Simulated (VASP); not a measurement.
BeZn₃O₄ (space group I-42m): computed properties

These are PBEsol GGA, VASP's PBE PAW potentials (set 64) (plane waves; VASP 6.6.1) values and carry that method's errors.

For BeZn$_{3}$O$_{4}$, the space group is I-42m (121) and the cell comes out as a = b = 4.371 Å, c = 8.662 Å, α = β = γ = 90.00°. The volume per atom comes out as 10.35 Å³/atom, the band gap (over mesh and band path) is 1.55 eV and the smallest direct gap (over mesh and band path) comes out as 1.55 eV. The band-edge character is direct, Γ to Γ and the density is 5.40 g/cm³.

Space group I-42m (No. 121); a = 4.371 Å, b = 4.371 Å, c = 8.662 Å, α = 90.00°, β = 90.00°, γ = 90.00°

| atom | site | symmetry | x | y | z |
|---|---|---|---|---|---|
| Be | 2a | -42m | 0.0000 | 0.0000 | 0.0000 |
| Zn | 2b | -42m | 0.0000 | 0.0000 | 0.5000 |
| Zn | 4d | -4.. | 0.0000 | 0.5000 | 0.2500 |
| O | 8i | ..m | 0.2806 | 0.2806 | 0.3885 |
(The calculation used a cell of 8 atoms; values per cell refer to that cell.)

The structure comes from a computed database's BeZn3O4 entry (I-42m); how it stands against other phases isn't given here. It was relaxed first. Symmetry was kept, so distortions that lower it aren't found.
